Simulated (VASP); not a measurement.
A convergence study with VASP on MoSe2 (2H layered): a few settings are varied, all else stays as given below, so the limit is that of these other settings.

```
CELL_PARAMETERS angstrom
      1.64500    -2.84922     0.00000
      1.64500     2.84922     0.00000
      0.00000     0.00000    12.93000
ATOMIC_POSITIONS crystal
  Mo 0.33333 0.66667 0.25000
  Mo 0.66667 0.33333 0.75000
  Se 0.33333 0.66667 0.87900
  Se 0.66667 0.33333 0.37900
  Se 0.66667 0.33333 0.12100
  Se 0.33333 0.66667 0.62100
```

Calculation: PBE GGA, VASP's PBE PAW potentials (set 64) (plane waves; VASP 6.6.1). The last row used: 550 eV cut-off, 15×15×3 Γ-centred mesh, second-order Methfessel-Paxton smearing of 0.40 eV, potentials Mo_sv Se.

```
setting                                  E (eV/atom)  pressure (GPa)  irreducible k-points
---------------------------------------  -----------  --------------  --------------------
ISMEAR = -1, SIGMA = 0.01, 4×4×1 mesh        -6.6568            3.19                     4
ISMEAR = -1, SIGMA = 0.1, 4×4×1 mesh         -6.6567            3.19                     4
ISMEAR = 0, SIGMA = 0.01, 4×4×1 mesh         -6.6568            3.19                     4
ISMEAR = 0, SIGMA = 0.2, 4×4×1 mesh          -6.6568            3.19                     4
ISMEAR = 1, SIGMA = 0.05, 4×4×1 mesh         -6.6568            3.19                     4
ISMEAR = 1, SIGMA = 0.2, 4×4×1 mesh          -6.6567            3.19                     4
ISMEAR = 2, SIGMA = 0.05, 4×4×1 mesh         -6.6568            3.19                     4
ISMEAR = 2, SIGMA = 0.2, 4×4×1 mesh          -6.6567            3.19                     4
ISMEAR = -1, SIGMA = 0.01, 9×9×2 mesh        -6.6446            3.35                    24
ISMEAR = -1, SIGMA = 0.2, 9×9×2 mesh         -6.6417            3.40                    24
ISMEAR = 0, SIGMA = 0.01, 9×9×2 mesh         -6.6446            3.35                    24
ISMEAR = 0, SIGMA = 0.4, 9×9×2 mesh          -6.6442            3.35                    24
ISMEAR = 1, SIGMA = 0.05, 9×9×2 mesh         -6.6446            3.35                    24
ISMEAR = 1, SIGMA = 0.4, 9×9×2 mesh          -6.6450            3.28                    24
ISMEAR = 2, SIGMA = 0.05, 9×9×2 mesh         -6.6446            3.35                    24
ISMEAR = 2, SIGMA = 0.4, 9×9×2 mesh          -6.6446            3.33                    24
ISMEAR = -1, SIGMA = 0.05, 15×15×3 mesh      -6.6446            3.35                    54
ISMEAR = -1, SIGMA = 0.2, 15×15×3 mesh       -6.6417            3.40                    54
ISMEAR = 0, SIGMA = 0.1, 15×15×3 mesh        -6.6446            3.35                    54
ISMEAR = 0, SIGMA = 0.4, 15×15×3 mesh        -6.6443            3.35                    54
ISMEAR = 1, SIGMA = 0.1, 15×15×3 mesh        -6.6447            3.35                    54
ISMEAR = 1, SIGMA = 0.4, 15×15×3 mesh     (withheld)      (withheld)                    54
ISMEAR = 2, SIGMA = 0.1, 15×15×3 mesh        -6.6446            3.35                    54
ISMEAR = 2, SIGMA = 0.4, 15×15×3 mesh        -6.6448            3.33                    54
```

Task: Some entries are withheld; supply them.

Result: 
- ISMEAR = 1, SIGMA = 0.4, 15×15×3 mesh, E (eV/atom): -6.6452
- ISMEAR = 1, SIGMA = 0.4, 15×15×3 mesh, pressure (GPa): 3.27

Left out are rungs that failed or repeat a setting and relaxations that didn't move; long series are thinned to 24 rows.

The compound is MoSe2 in the 2H layered structure. The cell was not relaxed at this level.
